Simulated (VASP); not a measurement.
Given:

```yaml
crystal:
  lattice:
    - [4.74459, 0.00000, 0.00000]
    - [0.00000, 4.74459, 0.00000]
    - [0.00000, 0.00000, 4.74459]
  atoms:
    - { symbol: Ag, position: [0.75000, 0.25000, 0.75000] }
    - { symbol: Ag, position: [0.25000, 0.75000, 0.75000] }
    - { symbol: Ag, position: [0.75000, 0.75000, 0.25000] }
    - { symbol: Ag, position: [0.25000, 0.25000, 0.25000] }
    - { symbol: O, position: [0.00000, 0.00000, 0.00000] }
    - { symbol: O, position: [0.50000, 0.50000, 0.50000] }
```

All values below come from PBE GGA with D4 dispersion, VASP's PBE PAW potentials (set 64) (plane waves; VASP 6.6.1). Run with 520 eV cut-off, Gaussian smearing of 0.050 eV, potentials Ag O.

Q: Estimate the band gap (along the path) with the smallest direct gap where there is one.

A: 
```
Item                                    Value
------------------------------------  -------
band gap (along the path)             0.01 eV
smallest direct gap (along the path)  0.01 eV
```

The compound is Ag2O in the cuprite structure. It was relaxed first.
